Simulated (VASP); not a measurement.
Computed with PBEsol GGA, VASP's PBE PAW potentials (set 64) (plane waves; VASP).

VASP input:

**POSCAR**
```
NbZr3C4
1
    4.6108933200     0.0000000000     0.0000000000
   -0.0000000000     4.6108933200    -0.0000000000
    0.0000000000     0.0000000000     4.6108933200
Zr C Nb
3 4 1
Direct
  0.0000000000   0.0000000000   0.0000000000
  0.5000000000   0.5000000000   0.0000000000
  0.5000000000   0.0000000000   0.5000000000
  0.5000000000   0.5000000000   0.5000000000
  0.0000000000   0.0000000000   0.5000000000
  0.0000000000   0.5000000000   0.0000000000
  0.5000000000   0.0000000000   0.0000000000
  0.0000000000   0.5000000000   0.5000000000
```

**INCAR**
```
SYSTEM  =  NbZr3C4
PREC  =  Accurate; ENCUT  =  520; LREAL  =  F
LASPH  =  T
EDIFF  =  1E-6; NELM  =  100; ALGO  =  Normal
LMAXMIX  =  4
ISMEAR  =  1; SIGMA  =  0.1
GGA  =  PS
IBRION  =  2; NSW  =  60; ISIF  =  3
EDIFFG  =  -0.02
LWAVE  =  F; LCHARG  =  F
```

### KPOINTS
```
K-points
0
Gamma
  6 6 6
0 0 0
```

POTCAR, in this order: Zr_sv C Nb_sv (PBE.64 set). Program: vasp_std.

Estimate the energy per atom (σ→0), band gap (on the k-mesh).

```yaml
energy per atom (σ→0): -10.440 eV/atom
band gap (on the k-mesh): none (metal, semimetal or under 0.01 eV)
```

**OSZICAR**
```
...
DAV:   9    -0.835196907303E+02    0.96779E-02   -0.12723E-01  2198   0.199E+00    0.740E-01
DAV:  10    -0.835203199929E+02   -0.62926E-03   -0.36200E-02  2184   0.929E-01    0.377E-01
DAV:  11    -0.835201432673E+02    0.17673E-03   -0.35834E-03  2226   0.387E-01    0.137E-01
DAV:  12    -0.835201035834E+02    0.39684E-04   -0.11380E-03  2456   0.183E-01    0.269E-02
DAV:  13    -0.835201038979E+02   -0.31445E-06   -0.56462E-05  2154   0.366E-02    0.118E-02
DAV:  14    -0.835201014993E+02    0.23985E-05   -0.73139E-06  1808   0.152E-02    0.519E-03
DAV:  15    -0.835201006331E+02    0.86619E-06   -0.11450E-06  1201   0.827E-03
   1 F= -.83520101E+02 E0= -.83518532E+02  d E =-.835201E+02
```

The structure was generated: NbZr3C4 was put into an ordered model structure (Pm-3m), which need not be its known phase. It was relaxed first. The start is the result of an earlier pass. The electron count is odd and the run is not spin-polarised, which forces a metal.
